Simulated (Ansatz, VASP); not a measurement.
**Be7B: VASP beside Ansatz**

INCAR

```
SYSTEM = Be7B
ALGO = Normal ; EDIFF = 1E-6
EDIFFG = -0.01 ; ENCUT = 600
GGA = PE ; IBRION = 2
ISIF = 3 ; ISMEAR = 0
LASPH = .True. ; LCHARG = .False.
LREAL = .False. ; LWAVE = .False.
NELM = 100 ; NSW = 100
PREC = Accurate ; SIGMA = 0.1
```

The input KPOINTS:

```
k-points
0
Gamma
  12 12 12
  0 0 0
```

Contents of POSCAR:

```
Be7B
1.0
   -2.4638978000      2.4638978000      2.4638978000
    2.4638978000     -2.4638978000      2.4638978000
    2.4638978000      2.4638978000     -2.4638978000
Be B
7 1
Direct
    0.0000000000      0.5000000000      0.5000000000
    0.5000000000      0.5000000000      0.0000000000
    0.5000000000      0.0000000000      0.5000000000
    0.0000000000      0.0000000000      0.5000000000
    0.0000000000      0.5000000000      0.0000000000
    0.5000000000      0.0000000000      0.0000000000
    0.5000000000      0.5000000000      0.5000000000
    0.0000000000      0.0000000000      0.0000000000
```

Input for Ansatz:

```yaml
crystal:
  lattice:
    - [-2.4638978, 2.4638978, 2.4638978]
    - [2.4638978, -2.4638978, 2.4638978]
    - [2.4638978, 2.4638978, -2.4638978]
  atoms:
    - { symbol: Be, position: [0.0, 0.5, 0.5] }
    - { symbol: Be, position: [0.5, 0.5, 0.0] }
    - { symbol: Be, position: [0.5, 0.0, 0.5] }
    - { symbol: Be, position: [0.0, 0.0, 0.5] }
    - { symbol: Be, position: [0.0, 0.5, 0.0] }
    - { symbol: Be, position: [0.5, 0.0, 0.0] }
    - { symbol: Be, position: [0.5, 0.5, 0.5] }
    - { symbol: B, position: [0.0, 0.0, 0.0] }
basis:
  ecutwfc: 420
kpoints:
  mp_grid: { grid: [12, 12, 12] }
hamiltonian:
  xc: pbe
scf:
  occupations: { method: gaussian, width: 0.1 }
output:
  forces: true
  stress: true
  eigenvalues: true
  write_density: true
  write_potential: true
  elf: true
  volumetric_format: npy
relax:
  adjacent_minimum: "off"
  f_tol: 0.01
  max_steps: 80
  cell: { stress_tol: 0.05 }
```

Change from the starting cell: species swapped into the Fe7Co type (Im-3m, No. 229).

Alike in both runs: task relaxation of cell and atoms; functional PBE; k mesh 12 × 12 × 12; occupations gaussian, width 0.1 eV; no spin polarisation.

```csv
,VASP,Ansatz
version,VASP 6.6.1,Ansatz 0.2.0
potentials or method,"VASP PAW PBE potentials, release 64 (Be, B)","scalar-relativistic, plane waves, PAW"
plane-wave cutoff (eV),600,420
valence electrons in the cell,17,17
```

|  | VASP | Ansatz | Ansatz less VASP |
| --- | --- | --- | --- |
| gap on the k mesh at the Fermi level, each at its own relaxed structure (eV) | none | none | - |
| relaxed volume (Å³/atom) | 7.61 | 7.60 | -0.011 |
| relaxed cell length with the largest relative difference (Å) | 4.293 | 4.291 | -0.0021 |

A gap of «none» marks a metal or a gap that the smearing closes.
